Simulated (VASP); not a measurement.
Consider the following.

```yaml
crystal:
  lattice:
    - [2.83404, 0.00000, 0.00000]
    - [0.00000, 2.83404, 0.00000]
    - [0.00000, 0.00000, 2.83404]
  atoms:
    - { symbol: Al, position: [0.50000, 0.50000, 0.50000] }
    - { symbol: Ni, position: [0.00000, 0.00000, 0.00000] }
```

Calculation: LDA (Ceperley-Alder, Perdew-Zunger), VASP's LDA PAW potentials (set 64) (plane waves; VASP). Numerical set-up: 400 eV cut-off, 12×12×12 Γ-centred mesh, first-order Methfessel-Paxton smearing of 0.10 eV, potentials Al Ni.

### Question
Predict the energy per atom (σ→0), band gap (on the k-mesh) with the smallest direct gap where there is one.

### Answer

```
Quantity                                                    Result
------------------------  ----------------------------------------
band gap (on the k-mesh)  none (metal, semimetal or under 0.01 eV)
energy per atom (σ→0)                               -6.098 eV/atom
```

Only differences to runs with the same potentials and settings are physical.

The structure comes from a computed database's AlNi entry (Pm-3m); how it stands against other phases isn't given here. It was relaxed first. The start is the result of an earlier pass. The run is not spin-polarised, so no magnetic state was tried. The electron count is odd and the run is not spin-polarised, which forces a metal.
